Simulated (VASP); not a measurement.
Consider the following.

```
Ni3Si
1.0
    3.55343     0.00000     0.00000
    0.00000     3.55343     0.00000
    0.00000     0.00000     3.55343
Si Ni
1 3
Cartesian
  0.00000   0.00000   0.00000
  0.00000   1.77672   1.77672
  1.77672   0.00000   1.77672
  1.77672   1.77672   0.00000
```

Computed with vdW-DF2, VASP's PBE PAW potentials (set 64) (plane waves; VASP 6.6.1). Numerical set-up: 520 eV cut-off, 9×9×9 Γ-centred mesh, first-order Methfessel-Paxton smearing of 0.10 eV, potentials Si Ni.

Q: Estimate the energy per atom (σ→0), pressure, band gap (on the k-mesh) with the smallest direct gap where there is one.

A: 
```
Quantity                                                     Value
------------------------  ----------------------------------------
band gap (on the k-mesh)  none (metal, semimetal or under 0.01 eV)
energy per atom (σ→0)                               -2758 meV/atom
pressure                                                  5.07 GPa
```

Only differences to runs with the same potentials and settings are physical.

The compound is Ni3Si in the L1_2 structure. This cell is one point of a volume scan, at 0.97 of the reference volume. The run is not spin-polarised, so no magnetic state was tried.
